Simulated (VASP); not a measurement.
# Ga2Ge2O3 (P-6m2) in VASP: a series of runs

Runs on Ga2Ge2O3. Level: PBE. Tasks: relaxation of cell and atoms.

All numbers are computed with VASP 6.6.1; they aren't measurements. Logs are shortened: lines on timing, memory, paths and dates and some standing lists are left out, and cuts for length are marked.

## Step 1: Starting point

The structure is hexagonal, space group P-6m2 (No. 187). The conventional cell has a = 4.421 Å, b = 4.421 Å, c = 7.511 Å, α = 90.00°, β = 90.00°, γ = 120.00°. Around Ga (site symmetry 3m) lie 1 O at 1.58 Å. Ge (site symmetry -6m2) is surrounded by 2 Ga at 2.17 Å. Ge (site symmetry -6m2) has 3 O at 2.55 Å as nearest neighbours. Around O (site symmetry -6m2) lie 3 Ge at 2.55 Å and 3 O at 2.55 Å. Around O (site symmetry -6m2) lie 3 Ge at 2.55 Å and 3 O at 2.55 Å. Around O (site symmetry -6m2) lie 2 Ga at 1.58 Å.

The cell was built by a generator and needn't be a form met in nature.

## Step 2: Relaxation of cell and atoms, PBE

INCAR reads:

```
ALGO     = Fast           # electronic algorithm
EDIFF    = 1E-4           # SCF threshold, eV
EDIFFG   = -0.08          # ionic threshold
ENCUT    = 520            # plane-wave cutoff, eV
GGA      = PE             # functional
IBRION   = 2              # ionic algorithm
ISIF     = 3              # what is computed and relaxed
ISMEAR   = 0              # smearing method
KPAR     = 4            
LASPH    = T              # aspherical terms in the spheres
LCHARG   = F              # write CHGCAR
LREAL    = F              # projectors in reciprocal space
LWAVE    = F              # write WAVECAR
NELM     = 60             # most SCF steps
NSW      = 24             # ionic steps
PREC     = Normal         # precision mode
SIGMA    = 0.15           # smearing width, eV
```

KPOINTS reads:

```
k-points
0
Gamma
  4 4 2
```

POSCAR reads:

```
Ga2Ge2O3
1.0
    4.4211900000      0.0000000000      0.0000000000
   -2.2105950000      3.8288628600      0.0000000000
    0.0000000000      0.0000000000      7.5105544800
Ga Ge O
2 2 3
Direct
    0.0000000000      0.0000000000      0.2892740100
    0.0000000000      0.0000000000      0.7107259900
    0.0000000000      0.0000000000      0.0000000000
    0.6666666700      0.3333333300      0.5000000000
    0.3333333300      0.6666666700      0.0000000000
    0.6666666700      0.3333333300      0.0000000000
    0.0000000000      0.0000000000      0.5000000000
```

Potentials or basis: VASP PAW PBE potentials, release 64 (Ga_d, Ge_d, O).

Launch:

```
$ cat potpaw_PBE.64/Ga_d/POTCAR potpaw_PBE.64/Ge_d/POTCAR potpaw_PBE.64/O/POTCAR > POTCAR
$ mpirun -np 4 vasp_std > vasp.out
```

OUTCAR:

```text
EDIFF = 1E-4
   EDIFFG = -0.08
   ENCUT = 520
   GGA = PE
   IBRION = 2
   ISIF = 3
   ISMEAR = 0
   LASPH = T
   LREAL = F
   NELM = 60
   NSW = 24
   PREC = Normal

 ion  position               nearest neighbor table
   1  0.000  0.000  0.289-   7 1.58   3 2.17
   2  0.000  0.000  0.711-   7 1.58   3 2.17
   3  0.000  0.000  0.000-   1 2.17   2 2.17
   4  0.667  0.333  0.500-
   5  0.333  0.667  0.000-
   6  0.667  0.333  0.000-
   7  0.000  0.000  0.500-   1 1.58   2 1.58

  LATTYP: Found a hexagonal cell.
 ALAT       =     4.4211900000
 C/A-ratio  =     1.6987631113

  Lattice vectors:

 A1 = (   4.4211900000,   0.0000000000,   0.0000000000)
 A2 = (  -2.2105950000,   3.8288628600,   0.0000000000)
 A3 = (   0.0000000000,   0.0000000000,   7.5105544800)

Analysis of symmetry for initial positions (statically):
=====================================================================
 Subroutine PRICEL returns:
 Original cell was already a primitive cell.

 Routine SETGRP: Setting up the symmetry group for a
 hexagonal supercell.

 Subroutine GETGRP returns: Found 12 space group operations
 (whereof 12 operations were pure point group operations)
 out of a pool of 24 trial point group operations.

The static configuration has the point symmetry D_3h.

Analysis of symmetry for dynamics (positions and initial velocities):
=====================================================================
 Subroutine PRICEL returns:
 Original cell was already a primitive cell.

 Routine SETGRP: Setting up the symmetry group for a
 hexagonal supercell.

 Subroutine GETGRP returns: Found 12 space group operations
 (whereof 12 operations were pure point group operations)
 out of a pool of 24 trial point group operations.

The dynamic configuration has the point symmetry D_3h.

 Subroutine INISYM returns: Found 12 space group operations
 (whereof 12 operations are pure point group operations),
 and found     1 'primitive' translations

----------------------------------------------------------------------------------------

                                     Primitive cell

  volume of cell :     127.1396

  direct lattice vectors                    reciprocal lattice vectors
     4.421190000  0.000000000  0.000000000     0.226183448  0.130587075  0.000000000
    -2.210595000  3.828862860  0.000000000     0.000000000  0.261174149  0.000000000
     0.000000000  0.000000000  7.510554480     0.000000000  0.000000000  0.133145962

  length of vectors
     4.421190000  4.421190004  7.510554480     0.261174149  0.261174149  0.133145962

  position of ions in fractional coordinates (direct lattice)
     0.000000000  0.000000000  0.289274010
     0.000000000  0.000000000  0.710725990
     0.000000000  0.000000000  0.000000000
     0.666666670  0.333333330  0.500000000
     0.333333330  0.666666670  0.000000000
     0.666666670  0.333333330  0.000000000
     0.000000000  0.000000000  0.500000000

  ion indices of the primitive-cell ions
   primitive index   ion index
                 1           1
                 2           2
                 3           3
                 4           4
                 5           5
                 6           6
                 7           7

----------------------------------------------------------------------------------------

 KPOINTS: k-points

Automatic generation of k-mesh.
 Grid dimensions read from file:
 generate k-points for:    4    4    2

 Generating k-lattice:

  Cartesian coordinates                     Fractional coordinates (reciprocal lattice)
     0.056545862  0.032646769  0.000000000     0.250000000  0.000000000  0.000000000
     0.000000000  0.065293537  0.000000000     0.000000000  0.250000000  0.000000000
     0.000000000  0.000000000  0.066572981     0.000000000  0.000000000  0.500000000

  Length of vectors
     0.065293537  0.065293537  0.066572981

  Shift w.r.t. Gamma in fractional coordinates (k-lattice)
     0.000000000  0.000000000  0.000000000

 Subroutine IBZKPT returns following result:
 ===========================================

 Found      8 irreducible k-points:

 Following reciprocal coordinates:
            Coordinates               Weight
  0.000000  0.000000  0.000000      1.000000
  0.250000 -0.000000  0.000000      6.000000
  0.500000 -0.000000  0.000000      3.000000
  0.250000  0.250000  0.000000      6.000000
  0.000000  0.000000  0.500000      1.000000
  0.250000 -0.000000  0.500000      6.000000
  0.500000 -0.000000  0.500000      3.000000
  0.250000  0.250000  0.500000      6.000000
   k-points           NKPTS =      8   k-points in BZ     NKDIM =      8   number of bands    NBANDS=     43
   number of dos      NEDOS =    301   number of ions     NIONS =      7
   total plane-waves  NPLWV =  32928
   dimension x,y,z NGX =    28 NGY =   28 NGZ =   42
   dimension x,y,z NGXF=    56 NGYF=   56 NGZF=   84
   ions per type =               2   2   3
   NGX,Y,Z   is equivalent  to a cutoff of  10.53, 10.53,  9.30 a.u.
   NGXF,Y,Z  is equivalent  to a cutoff of  21.06, 21.06, 18.59 a.u.
 SYSTEM =  unknown system
   PREC   = normal    normal or accurate (medium, high low for compatibility)
   ISTART =      0    job   : 0-new  1-cont  2-samecut
   ICHARG =      2    charge: 1-file 2-atom 10-const
   ISPIN  =      1    spin polarized calculation?
   LNONCOLLINEAR =      F non collinear calculations
   LSORBIT =      F    spin-orbit coupling
   LASPH  =      T    aspherical Exc in radial PAW
   ENCUT  =  520.0 eV  38.22 Ry    6.18 a.u.   8.22  8.22 13.96*2*pi/ulx,y,z
   NELM   =     60;   NELMIN=  2; NELMDL= -5     # of ELM steps
   EDIFF  = 0.1E-03   stopping-criterion for ELM
   LREAL  =      F    real-space projection
   EDIFFG = -.8E-01   stopping-criterion for IOM
   NSW    =     24    number of steps for IOM
   IBRION =      2    ionic relax: 0-MD 1-quasi-New 2-CG
   NFREE  =      1    steps in history (QN), initial steepest desc. (CG)
   ISIF   =      3    stress and relaxation
   ISYM   =      2    0-nonsym 1-usesym 2-fastsym
   POTIM  = 0.5000    time-step for ionic-motion
   TEBEG  =    0.0;   TEEND  =   0.0 temperature during run
   PSTRESS=    0.0 pullay stress
   NELECT =      72.0000    total number of electrons
   NUPDOWN=      -1.0000    fix difference up-down
   EMIN   =  10.00;   EMAX   =-10.00  energy-range for DOS
   EFERMI =   0.00;   METHOD = LEGACY
   ISMEAR =     0;   SIGMA  =   0.15  broadening in eV -4-tet -1-fermi 0-gaus
   EFERMI_NEDOS =   21; number of points for ismear=-14 and -15
   IALGO  =     68    algorithm
   IMIX   =      4    mixing-type and parameters
     AMIX     =   0.40;   BMIX     =  1.00
     AMIX_MAG =   1.60;   BMIX_MAG =  1.00
  volume/ion in A,a.u.               =      18.16       122.57
  Fermi-wavevector in a.u.,A,eV,Ry     =   1.354437  2.559514 24.959866  1.834498
  Thomas-Fermi vector in A             =   2.481608
   LORBIT       =      0    0 simple, 1 ext, 2 COOP (PROOUT), +10 PAW based schemes
   GGA     = PE    functional components
   LHFCALC =     F    Hartree Fock is set to
   AEXX    =    0.0000 exact exchange contribution
   IVDW    =     0    specifies the selected vdW correction
   LEPSILON=     F    determine dielectric tensor
   LRPA    =     F    only Hartree local field effects (RPA)
 conjugate gradient relaxation of ions
 non-spin polarized calculation
 RMM-DIIS sequential band-by-band and
 Gauss-broadening in eV      SIGMA  =   0.15
  energy-cutoff  :      520.00
  volume of cell :      127.14
 maximum number of plane-waves:      3460
   NGX = 17   NGY = 17   NGZ = 27

--------------------------------------- Ionic step        1  -------------------------------------------

 number of electron      72.0000121 magnetization

 Free energy of the ion-electron system (eV)
  ---------------------------------------------------
  ext. energy  EPLUGINS =         0.00000000
  ---------------------------------------------------
  free energy    TOTEN  =       -24.61831183 eV

  energy without entropy =      -24.53598764  energy(sigma->0) =      -24.57714973

------------------------ aborting loop because EDIFF is reached ----------------------------------------

  FORCE on cell =-STRESS in cart. coord.  units (eV):
  Direction    XX          YY          ZZ          XY          YZ          ZX
  --------------------------------------------------------------------------------------
  -------------------------------------------------------------------------------------
  Total       -7.4745936     -7.4745936     40.2001742      0.0000000     -0.0000000      0.0000000
  in kB      -94.1926843    -94.1926845    506.5910662      0.0000000     -0.0000000      0.0000000
  external PRESSURE =     106.0685658 kB  Pullay stress =       0.0000000 kB
[... 104 lines left out ...]
  FREE ENERGIE OF THE ION-ELECTRON SYSTEM (eV)
  ---------------------------------------------------
  free  energy   TOTEN  =       -27.9090865335 eV

  energy  without entropy=      -27.8589758694  energy(sigma->0) =      -27.88403120

 E-fermi :   3.4525     XC(G=0):  -9.7566

 val. band max:        3.3882871191   @ k =   0.2500   0.2500   0.0000
 cond. band min:       3.4917082173   @ k =   0.2500  -0.0000   0.0000
 fundamental gap:      0.1034210982
 Fermi energy:         3.4524705476

 k-point     1 :       0.0000    0.0000    0.0000
  band No.  band energies     occupation
      1     -21.6513      2.00000
      2     -21.6513      2.00000
      3     -21.5270      2.00000
      4     -21.5115      2.00000
      5     -21.5115      2.00000
      6     -21.4794      2.00000
[... 357 lines left out ...]
     42       7.5532      0.00000
     43       8.9296      0.00000

[... ionic steps 4 to 11 ...]

--------------------------------------- Ionic step       12  -------------------------------------------

 number of electron      71.9999957 magnetization

 E-fermi :   4.5621     XC(G=0): -10.3199

 val. band max:        4.3748928240   @ k =   0.5000  -0.0000   0.0000
 cond. band min:       4.6052162525   @ k =   0.2500   0.2500   0.5000
 fundamental gap:      0.2303234286
 Fermi energy:         4.5620533175

 k-point     1 :       0.0000    0.0000    0.0000
  band No.  band energies     occupation
      1     -20.7099      2.00000
      2     -20.6906      2.00000
      3     -20.6906      2.00000
      4     -20.5924      2.00000
      5     -20.5924      2.00000
      6     -20.5369      2.00000
[... 436 lines left out ...]
  energy  without entropy=      -29.6941961050  energy(sigma->0) =      -29.72396861

--------------------------------------- Ionic step       14  -------------------------------------------

 number of electron      72.0000064 magnetization

 Free energy of the ion-electron system (eV)
  ---------------------------------------------------
  ext. energy  EPLUGINS =         0.00000000
  ---------------------------------------------------
  free energy    TOTEN  =       -29.75379121 eV

  energy without entropy =      -29.69324408  energy(sigma->0) =      -29.72351765

 E-fermi :   4.4565     XC(G=0): -10.2627

 val. band max:        4.3061945820   @ k =   0.5000  -0.0000   0.5000
 cond. band min:       4.5051073582   @ k =   0.2500   0.2500   0.5000
 fundamental gap:      0.1989127762
 Fermi energy:         4.4565165949

 k-point     1 :       0.0000    0.0000    0.0000
  band No.  band energies     occupation
      1     -20.8366      2.00000
      2     -20.8366      2.00000
      3     -20.7746      2.00000
      4     -20.6726      2.00000
      5     -20.6726      2.00000
      6     -20.6701      2.00000
[... 391 lines left out ...]
  FREE ENERGIE OF THE ION-ELECTRON SYSTEM (eV)
  ---------------------------------------------------
  free  energy   TOTEN  =       -29.7537912133 eV

  energy  without entropy=      -29.6932440775  energy(sigma->0) =      -29.72351765

 reached required accuracy - stopping structural energy minimisation
```

Run time: 86 s. Hardware: 4 MPI ranks of Intel Xeon Platinum 8488C (Sapphire Rapids), shared host; peak memory 0.21 GiB.

What came out:

- Free energy: -29.7538 eV
- Relaxed volume: 16.27 Å³/atom
- Relaxed cell: a = 3.766 Å, b = 3.766 Å, c = 9.272 Å, α = 90.00°, β = 90.00°, γ = 120.00°
- Space group after relaxing (to 0.05 Å): P-6m2 (No. 187)
- Energy gained by relaxing: 733.6 meV/atom
- Ionic steps: 14
- Pressure after relaxing: -0.1 GPa
- Largest force after relaxing: 0.053 eV/Å
- Band gap on the k mesh: none (metal or under the smearing width)

Forces on the atoms (eV/Å):
```
Ga   0.000  0.000  0.053
Ga   0.000  0.000 -0.053
Ge   0.000  0.000  0.000
Ge   0.000  0.000  0.000
O    0.000  0.000  0.000
O    0.000  0.000  0.000
O    0.000  0.000  0.000
```

Step by step:
```
step  energy change (eV)  largest force (eV/Å)  pressure (GPa)  volume (Å³)
   1              0.0000                6.4404           10.61       127.14
   2             -3.0998                2.3529           -9.78       146.07
   3             -3.2908                2.4971           -6.16       138.68
   4             -3.3117                2.6537           -7.61       141.20
   5             -4.7824                1.0438           -5.52       126.23
   6             -5.0419                0.5715           -3.22       119.31
   7             -5.0570                0.4155           -2.78       117.23
   8             -5.1185                0.2336            1.08       112.40
   9             -5.1198                0.3065           -0.02       112.91
  10             -5.1191                0.2335            2.47       112.52
  11             -5.1197                0.2892            0.66       112.75
  12             -5.1195                0.2468            1.56       112.66
  13             -5.1354                0.1022            1.11       113.66
  14             -5.1355                0.0530           -0.09       113.87
```

Final structure:
```xyz
7
Lattice="3.7657 0.0000 0.0000 -1.8828 3.2612 0.0000 0.0000 0.0000 9.2720" Properties=species:S:1:pos:R:3 pbc="T T T"
Ga    0.0000    0.0000    2.5424
Ga    0.0000    0.0000    6.7296
Ge   -1.8828    3.2612    0.0000
Ge    1.8828    1.0871    4.6360
O     0.0000    2.1741    0.0000
O     1.8828    1.0871    0.0000
O    -1.8828    3.2612    4.6360
```

Levels at points of the mesh, in eV from the Fermi level:
```
           k point  band 34  band 35  band 36  band 37  band 38  band 39
(0.00, 0.00, 0.00)    -2.79    -2.25    -0.79     0.75     2.94     2.94
(0.50, 0.00, 0.00)    -1.77    -1.48    -0.48    -0.18     0.60     1.90
(0.00, 0.00, 0.50)    -2.75    -2.20    -0.80     1.81     1.90     2.94
(0.50, 0.00, 0.50)    -1.68    -1.61    -0.18    -0.15     0.95     1.22
```

Caveat: the k mesh is coarse (spacing up to 0.42 Å⁻¹), so the values aren't converged; the relaxation stopped at a loose force limit of 0.08 eV/Å, so its end isn't a converged minimum.

(Part 1 of 2 ends here.)
